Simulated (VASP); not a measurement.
ErO:

```
CELL_PARAMETERS angstrom
2.74429 0.00000 0.00000
0.00000 2.74429 0.00000
0.00000 0.00000 2.74429
ATOMIC_POSITIONS crystal
Er 0.00000 0.00000 0.00000
O 0.50000 0.50000 0.50000
```

The cell comes from a database or a generator and needn't be the stable form of this composition.

Base run:

```yaml
Program: VASP 6.6.1
Functional: PBEsol
Potentials_or_basis: VASP PAW PBE potentials, release 64 (Er, O)
Cutoff: 520 eV
k_mesh: 7 × 7 × 7
Occupations: gaussian, width 0.05 eV
Spin: collinear spin, ferromagnetic start
Starting_moments: "[3.0, 0.0] μB"
Hubbard_terms: Er f U = 2 eV
```

Its results: band gap on the k mesh none (metal or under the smearing width); pressure 38.7 GPa; net moment 2.20 μB per cell; site moments Er +2.22; O +0.02 μB.

Problem. The run is repeated on the same cell with these changes: spin from collinear spin, ferromagnetic start to collinear spin, random start; moments at the start from [3.0, 0.0] to [-0.5, 0.0]. What comes out?

Solution. Band gap on the k mesh none (metal or under the smearing width); pressure 38.1 GPa; net moment -2.20 μB per cell; site moments Er -2.22; O -0.02 μB.

Caveats: the magnetic or orbital state may not be the lowest; a pressure of tens of GPa on the cell as given is suspect, and the run, the potentials or the cell itself is likely at fault; the PAW data sets were made with another functional, which shifts forces and pressure a little; spin-orbit coupling is left out, which moves the levels of the heavy elements.
